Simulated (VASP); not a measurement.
Data:

```
SrCl2
1.0
    0.00000     3.43369     3.46480
    3.49631     0.00000     3.46480
    3.49631     3.43369     0.00000
Sr Cl
1 2
Cartesian
  0.00000   0.00000   0.00000
  1.74816   1.71684   1.73240
  5.32383   5.15053   5.19720
```

Computed with PBE GGA, VASP's PBE PAW potentials (set 64) (plane waves; VASP). Settings: EDIFF = 1E-5, 400 eV cut-off, 5×5×5 Γ-centred mesh, Gaussian smearing of 0.050 eV, potentials Sr_sv Cl.

**Question.** What does the run give for the energy per atom (σ→0), pressure, largest force?

**Answer.** 
```
Property                       Result
---------------------  --------------
energy per atom (σ→0)  -4.251 eV/atom
pressure                     1.92 GPa
largest force              0.230 eV/Å
```

Only differences to runs with the same potentials and settings are physical.

The compound is SrCl2 in the fluorite structure. The cell was not relaxed at this level, atoms are displaced from their ideal sites. The run is one of a series of settings (EDIFF = 1E-5 against the base run), some of them coarse on purpose.
